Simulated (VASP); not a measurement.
OSZICAR of a VASP run on CaO (rock salt):

OSZICAR:
```
       N       E                     dE             d eps       ncg     rms          rms(c)
DAV:   1     0.209290432617E+03    0.20929E+03   -0.73837E+03   192   0.138E+03
DAV:   2    -0.650958635576E+01   -0.21580E+03   -0.20044E+03   300   0.578E+02
DAV:   3    -0.214074336193E+02   -0.14898E+02   -0.14594E+02   300   0.186E+02
DAV:   4    -0.216955983467E+02   -0.28816E+00   -0.28451E+00   312   0.227E+01
DAV:   5    -0.217026441225E+02   -0.70458E-02   -0.70412E-02   248   0.331E+00    0.137E+01
DAV:   6    -0.177942160385E+02    0.39084E+01   -0.15255E+01   340   0.562E+01    0.156E+01
DAV:   7    -0.177310179711E+02    0.63198E-01   -0.87682E-01   308   0.116E+01    0.769E+00
DAV:   8    -0.176817628745E+02    0.49255E-01   -0.18296E-01   292   0.751E+00    0.185E+00
DAV:   9    -0.176785140387E+02    0.32488E-02   -0.21410E-02   332   0.243E+00    0.566E-01
DAV:  10    -0.176787042838E+02   -0.19025E-03   -0.40382E-03   300   0.129E+00    0.117E-01
DAV:  11    -0.176784040370E+02    0.30025E-03   -0.11951E-03   360   0.547E-01    0.272E-02
DAV:  12    -0.176784323992E+02   -0.28362E-04   -0.88808E-05   296   0.126E-01    0.432E-02
DAV:  13    -0.176784176753E+02    0.14724E-04   -0.60141E-05   348   0.103E-01    0.274E-02
DAV:  14    -0.176784179585E+02   -0.28317E-06   -0.18469E-06   256   0.178E-02    0.151E-02
DAV:  15    -0.176784180913E+02   -0.13280E-06   -0.19272E-07   316   0.849E-03    0.186E-03
DAV:  16    -0.176784180691E+02    0.22202E-07   -0.29678E-08   260   0.341E-03    0.455E-04
DAV:  17    -0.176784180550E+02    0.14078E-07   -0.30307E-08   236   0.166E-03    0.306E-04
DAV:  18    -0.176784180491E+02    0.59063E-08   -0.13220E-09   180   0.735E-04
   1 F= -.17678418E+02 E0= -.17678418E+02  d E =-.300480-114
```

Task: Which electronic solver shows in the log?

Result: It is blocked Davidson (ALGO = Normal, or the opening steps of other solvers). The INCAR had ALGO = Normal.

Task: Can the final energy be trusted as converged?

Result: Self-consistency was reached. It stopped with EDIFF = 1E-8, NELM = 100 (PBE GGA, plane waves, VASP's PBE PAW potentials (set 64)).

The compound is CaO in the rock salt structure. This cell is one point of a volume scan, at 0.92 of the reference volume. The k-mesh is coarse (spacing up to 0.58 per Å, 2π included), so the numbers may not be converged in it.
